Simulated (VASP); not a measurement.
Here is the system:

```xyz
6
Lattice="5.3930 0.0000 0.0000 -2.6965 4.6705 0.0000 0.0000 0.0000 4.3880" Properties=species:S:1:pos:R:3 pbc="T T T"
Pt     0.0000     3.1137     0.0000
Pt     2.6965     1.5568     0.0000
Pt     2.6965     0.0000     2.1940
Pt     1.3482     2.3352     2.1940
Pt    -1.3482     2.3352     2.1940
La     0.0000     0.0000     0.0000
```

Computed with PBEsol GGA, VASP's PBE PAW potentials (set 64) (plane waves; VASP). Run with 300 eV cut-off, 7×7×7 Γ-centred mesh, Gaussian smearing of 0.10 eV, potentials Pt La.

At this cut-off the stress carries a Pulay error, which pulls relaxed volumes low. Unless said otherwise, spin-orbit coupling is left out, though it shifts the bands of the heavy elements here.

Estimate the energy per atom (σ→0), pressure, band gap (on the k-mesh) with the smallest direct gap where there is one.

The band gap (on the k-mesh) is none (metal, semimetal or under 0.01 eV) and the energy per atom (σ→0) is -7.435 eV/atom. The pressure is -2.45 GPa.

Total energies compare only between runs with the same potentials, cut-off and functional.

The structure comes from a measured LaPt5 entry of the Crystallography Open Database, whose conditions weren't checked. The cell was not relaxed at this level. The electron count is odd and the run is not spin-polarised, which forces a metal.
